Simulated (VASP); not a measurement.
Input:

```
MgZn3S4
1.0
    6.27474     0.00000    -0.00027
    0.00000     3.83330     0.00000
   -0.00553     0.00000     6.65331
Mg Zn S
1 3 4
Direct
  0.50029   0.00000   0.66642
  0.49947   0.50000   0.16700
  0.99962   0.50000   0.83657
  0.99894   0.00000   0.32979
  0.11184   0.00000   0.66538
  0.12708   0.50000   0.16737
  0.63096   0.50000   0.84421
  0.62789   0.00000   0.32318
```

Calculation: PBEsol GGA, VASP's PBE PAW potentials (set 64) (plane waves; VASP). Run with 400 eV cut-off, Gaussian smearing of 0.050 eV, potentials Mg Zn S.

Problem. Predict the band gap (along the path) with the smallest direct gap where there is one.

Solution. 
```json
{
  "band gap (along the path)": "2.31 eV",
  "smallest direct gap (along the path)": "2.31 eV"
}
```

Total energies compare only between runs with the same potentials, cut-off and functional.

The structure comes from a computed database's MgZn3S4 entry (Pm); how it stands against other phases isn't given here. It was relaxed first.
